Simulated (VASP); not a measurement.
Here is the system:

```yaml
crystal:
  lattice:
    - [4.89229, 0.00000, 0.00000]
    - [0.00000, 4.89229, 0.00000]
    - [0.00000, 0.00000, 3.32397]
  atoms:
    - { symbol: Mn, position: [0.00000, 0.00000, 0.00000], spin: 4.5 }
    - { symbol: Mn, position: [0.50000, 0.50000, 0.50000], spin: -4.5 }
    - { symbol: F, position: [0.30360, 0.30360, 0.00000] }
    - { symbol: F, position: [0.80360, 0.19640, 0.50000] }
    - { symbol: F, position: [0.19640, 0.80360, 0.50000] }
    - { symbol: F, position: [0.69640, 0.69640, 0.00000] }
```

Level of theory: PBE GGA with D3 dispersion (zero damping), VASP's PBE PAW potentials (set 64) (plane waves; VASP). Run with 520 eV cut-off, 5×5×8 Γ-centred mesh, tetrahedra with Blöchl corrections, potentials Mn_pv F.

The cores are frozen, which limits the accuracy of field gradients.

Q: Give the principal components of the electric field gradient (V/Å²) and the asymmetry η at each nucleus.

A: 
| atom | Vxx | Vyy | Vzz | η |
|---|---|---|---|---|
| Mn1 | -13.7 | -11.4 | 25.2 | 0.09 |
| Mn2 | -13.7 | -11.4 | 25.2 | 0.09 |
| F3 | 46.5 | 18.2 | -64.6 | 0.44 |
| F4 | 46.5 | 18.2 | -64.6 | 0.44 |
| F5 | 46.5 | 18.2 | -64.6 | 0.44 |
| F6 | 46.5 | 18.2 | -64.6 | 0.44 |

The compound is MnF2 in the rutile structure. It was relaxed first.
